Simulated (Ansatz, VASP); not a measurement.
# TiB2: VASP beside Ansatz, part 2 of 2

Wanted: the spread between two codes on one cell, functional and k mesh. The cell is taken from a series of runs on this material, whose earlier steps may have relaxed, scaled, displaced or heated it; both programs get it as it stands.

VASP 6.6.1 and Ansatz 0.2.0.

So far: Set-up; VASP: zone-centre phonons, PBEsol.

## 3. Ansatz: zone-centre phonons, PBEsol

Level of this step: Ansatz beside VASP: Kohn-Sham DFT, plane waves, PBEsol (Ansatz).

Ansatz runs on its PAW soft_1 files.

The same cell, functional, mesh and smearing now go to Ansatz, which takes its cutoff from its data sets.

The input, input.yaml:

```yaml
crystal:
  lattice:
    - [2.9873209256, 0.0, 0.0]
    - [-1.4936604628, 2.5870958108, 0.0]
    - [0.0, 0.0, 3.1989301014]
  atoms:
    - { symbol: B, position: [0.3333333333, 0.6666666667, 0.5] }
    - { symbol: B, position: [0.6666666667, 0.3333333333, 0.5] }
    - { symbol: Ti, position: [0.0, 0.0, 0.0] }
kpoints:
  mp_grid: { grid: [15, 15, 16] }
hamiltonian:
  xc: pbesol
  pseudopotentials: { kind: paw, azcp: { folder: soft_1 }, xc_functional: pbe }
scf:
  occupations: { method: methfessel_paxton, width: 0.2 }
output:
  eigenvalues: true
phonons:
  method: dfpt
```

Run with:

```bash
$ ansatz run input.yaml --threads 4 --pin off --max-ram 10240MiB --backend cpu --events-out ev --progress --plain --runs-dir out
```

Numbers of over 12 decimals in the logs are rounded to 6 here.

The program printed:

```text
zone centre: on kpoints.mp_grid the ground state, and the responses unless they are solved on pairs of k-points, stand on 576 of the mesh's 3600 k-points, reduced under 4 symmetry operations, with k and −k counted as one. Each operation leaves every solved displacement unchanged or reverses it
Engine: ansatz 0.2.0, x86_64-unknown-linux-gnu
Pseudopotentials: kind: paw
Pseudopotential: B, paw, valence charge 3, recommended cutoff 420 eV (normal), soft_1/B.paw.azcp
Pseudopotential: Ti, paw, valence charge 12, recommended cutoff 420 eV (normal), soft_1/Ti.paw.azcp
Functional definition: PBEsol
  exchange = pbesol_x
  correlation = pbesol_c
Crystal: 3 atoms, lattice volume = 24.723 Å³
Basis set: ecut = 420 eV, 467 PW (Γ), exchange–correlation on 40×40×48 points (8 copies of the dense FFT grid, shifted against one another)
Bands: 13, of which v1, the nominal top of the filled ones, is band 9 counted from 1 (8 counted from 0)
Symmetry: 24 space group operations
k-points: 576 of 3600 (irreducible under 4 space group operations, time reversal used)
Non-local potential: B, projectors of the file, l = 0: 2, l = 1: 2, l = 2: 1
Non-local potential: Ti, projectors of the file, l = 0: 3, l = 1: 2, l = 2: 3, l = 3: 1
PAW form: soft (Blöchl's): semilocal exchange-correlation on the pseudo side does not see the compensation charge
PAW frozen core: B, regenerated for the run's functional, and the local potential with it (the file was generated under x = pbe(κ = 0.804, μ = 0.219515), c = pbe(β = 0.066725))
PAW frozen core: Ti, regenerated for the run's functional, and the local potential with it (the file was generated under x = pbe(κ = 0.804, μ = 0.219515), c = pbe(β = 0.066725))
PAW one-centre angular grid: B, 110 points (default); XC on 64 Gauss nodes
PAW one-centre angular grid: Ti, 590 points (default); XC on 64 Gauss nodes
Initial density: superposition of atomic densities (chi_scale 0.1, normalization cell, long waves kept (reshape's long-wave potential 0.00 eV rms))
Initial wavefunctions: pseudopotential atomic-orbital guess
Functional: x = pbesol(κ = 0.804, μ = 0.123457), c = pbesol(β = 0.046)
SCF iter   1: F=—  HF=-2783.848265 eV  |F-HF|=—  |Δ(HF+E_count)|=         —  Δρ=1.11e-1  dr2=4.79e0  ethr=3.10e-3  ⟨swp⟩=4.4  Hψ=35685  notcnv=0
preconditioner: auto → none  [metal: Δε(μ)=0.040 eV  Ē_g=9.712 eV  σ=0.200 eV  W_gap=0.17  n_scr=8 (ndim 8)  ℏωp=23.6 eV  f_vac=0.000  D(μ)=0.37/eV (n_scr^D=0)  sad-step TF]
SCF iter   2: F=—  HF=-2783.202899 eV  |F-HF|=—  |Δ(HF+E_count)|=   6.45e-1  S|Δr|=    0.00e0  Δρ=7.45e-2  dr2=2.32e0  ethr=3.10e-3  ⟨swp⟩=2.0  Hψ=14314  notcnv=0
SCF iter   3: F=—  HF=-2782.620568 eV  |F-HF|=—  |Δ(HF+E_count)|=   5.82e-1  S|Δr|=    0.00e0  Δρ=9.38e-3  dr2=2.64e-2  ethr=3.10e-3  ⟨swp⟩=3.2  Hψ=14878  notcnv=0
SCF iter   4: F=—  HF=-2782.617859 eV  |F-HF|=—  |Δ(HF+E_count)|=   2.71e-3  S|Δr|=    0.00e0  Δρ=1.10e-3  dr2=2.67e-4  ethr=1.47e-4  ⟨swp⟩=2.0  Hψ=13430  notcnv=0
SCF iter   5: F=—  HF=-2782.617901 eV  |F-HF|=—  |Δ(HF+E_count)|=   4.21e-5  S|Δr|=    0.00e0  Δρ=3.37e-4  dr2=4.44e-5  ethr=1.49e-6  ⟨swp⟩=2.0  Hψ=10401  notcnv=0
SCF iter   6: F=—  HF=-2782.617894 eV  |F-HF|=—  |Δ(HF+E_count)|=   7.35e-6  S|Δr|=    0.00e0  Δρ=8.86e-5  dr2=2.36e-6  ethr=2.47e-7  ⟨swp⟩=2.3  Hψ=10709  notcnv=0
SCF iter   7: F=—  HF=-2782.617892 eV  |F-HF|=—  |Δ(HF+E_count)|=   1.60e-6  S|Δr|=    0.00e0  Δρ=5.91e-6  dr2=1.08e-8  ethr=1.31e-8  ⟨swp⟩=2.7  Hψ=10991  notcnv=0
SCF iter   8: F=—  HF=-2782.617893 eV  |F-HF|=—  |Δ(HF+E_count)|=   4.62e-7  S|Δr|=    0.00e0  Δρ=5.01e-7  dr2=3.99e-11  ethr=5.99e-11  ⟨swp⟩=2.0  Hψ=10200  notcnv=0
SCF iter   9: F=-2782.617893 eV  HF=-2782.617893 eV  |F-HF|=3.18e-12  |Δ(HF+E_count)|=  1.68e-11  S|Δr|=    0.00e0  Δρ=1.12e-7  dr2=3.28e-12  ethr=1.00e-12  ⟨swp⟩=5.0  Hψ=27862  notcnv=0
SCF 1 converged in 9 iterations: F = -2782.617893 eV  dr2 = 3.28e-12
  greatest PAW one-centre occupation: 0.998 electrons in one spin orbital (limit 2), on the Ti atom at site 2 (counted from 0), in its partial waves of l = 0
DFPT response loops at Γ: preconditioner auto → Kerker (q_TF=auto, 2.588 Å⁻¹) (partly filled bands, converged f_vac=0.000); β = 1.00, the filter's whole step (`scf.mixing.beta` (0.50) is not read by the response loops under this deck's `scf.mixing.preconditioner`; to damp them name `kerker` or `kerker_dos`, under which they read `scf.mixing.beta`, and type it under 1.00, their step now; both keys bind the ground state too); Broyden in place of MSR1
SCF converged after 9 iterations
Stability not checked: this state was not tested for a lower state beside it, because cold or Methfessel-Paxton smearing, or corrected tetrahedra, fill the levels in a way that the test cannot read (fill_not_monotonic; see scf.lower_state_search)
Free energy (F): -2782.617893 eV
Harris-Foulkes:  -2782.617893 eV  (|F-HF|=3.18e-12)
Internal energy: -2782.617900 eV  (E = F + TS)
E sigma→0 (E₀):  -2782.617895 eV
Entropy (-TS):   0.000008 eV (0.003 meV/atom)
Fermi energy:    15.648777 eV
--- Per-component energies (eV) ---
  E_band       = -84.592363
  E_kinetic    = 386.189793
  E_local      = -819.741875  (includes V_loc(G=0)·N_el)
  E_nonlocal   = 77.353506
  E_hartree    = 338.615517
  E_xc         = -184.327464
  E_vxc        = -227.110375  (∫ρ·V_xc dr)
  E_paw        = -1167.369037  (= ΣΔE_a)
  E_vpaw       = -178.514433  (= ΣTr[D̂ρ^β])
  E_aug_tail   = -0.000074  (compensation charges beyond the density's cutoff)
  E_ewald      = -1413.507072
  E_core_change = 0.168806  (= ΣΔE_core)
  E_smearing   = 0.000008  (= −TS)
  E_closure    = -0.000000  (closes the sum)
  Σ components = -2782.617893   (vs F -2782.617893, Δ=0.00e0)
--- Band table (eV; the first three rows and the last of 576) ---
  k-point 0: bands = [... 5 lower, 12.9613, 12.9613, 13.2340, 13.3538, 17.6192, 17.6192, 19.4398, 19.4398]
  k-point 1: bands = [... 5 lower, 12.4896, 13.0038, 13.0038, 14.0468, 17.4734, 17.4734, 19.3438, 19.3438]
  k-point 2: bands = [... 5 lower, 11.6516, 13.1307, 13.1307, 14.7401, 17.1184, 17.1184, 19.0682, 19.0682]
  k-point 575: bands = [... 5 lower, 8.7300, 10.4067, 11.1730, 12.9329, 18.0693, 18.7196, 19.4834, 20.3538]
--- Phonons (Γ-DFPT): 4 representative perturbations + reference, on 576 of 3600 k-points (Σ response iterations 12) ---
  k mesh reduced under 4 symmetry operations, with k and −k counted as one. Each operation leaves every solved displacement unchanged or reverses it
  ASR residual: 4.424e-5 → 0.000e0 eV/Å²; symmetrization residual: 9.286e-7 eV/Å²
  ASR residual per site (eV/Å²): 3.48e-6 3.48e-6 4.42e-5
  Γ frequencies (cm⁻¹): 0.00 0.00 0.00 535.16 535.16 536.90 566.19 940.87 940.87
  non-analytic LO–TO correction: not included (Born effective charges unavailable; polar crystals: no LO–TO splitting at Γ)
```

## 4. Side by side

Known differences besides the potentials themselves: the cutoff is 420 eV in Ansatz and 500 eV in VASP; Ansatz makes its cores anew for this functional, VASP keeps those of its PBE data sets. Total energies have different zeros and are not compared.

Compared:

| quantity | Ansatz | VASP | difference |
| --- | --- | --- | --- |
| optical mode 1 to 2 (cm⁻¹) | 535.2 | 535.2 | -0.01 % |
| optical mode 3 (cm⁻¹) | 536.9 | 537.9 | -0.18 % |
| optical mode 4 (cm⁻¹) | 566.2 | 567.5 | -0.22 % |
| optical mode 5 to 6 (cm⁻¹) | 940.9 | 945.2 | -0.45 % |

Modes are paired by rising frequency, not by their patterns, so a pair may set unlike modes beside each other; they are those without the splitting of longitudinal modes.

## 5. Summary of results

| Item | Value |
| --- | --- |
| r.m.s. difference of the optical zone-centre modes, each program's sorted by frequency (zone-centre phonons, PBEsol) | 2.6 cm⁻¹ |

The r.m.s. difference of the optical zone-centre modes, each program's sorted by frequency is 2.6 cm⁻¹ (zone-centre phonons, PBEsol). Such differences can come from data sets, numerical settings and the points named under the comparisons, not from the functional's error against experiment.

[Lines on the potential files, build, host, timing and source positions are cut from VASP's logs without a mark.]

[Logs are printed without paths, hosts, clocks, repeated set-up lines and the standing remarks that a program may print on its own settings, such as how far it seeks lower states.]

[Hosts, paths, dates, database ids (printed as entryN), source tags and the programs' standing remarks are cut or masked in the printed files.]
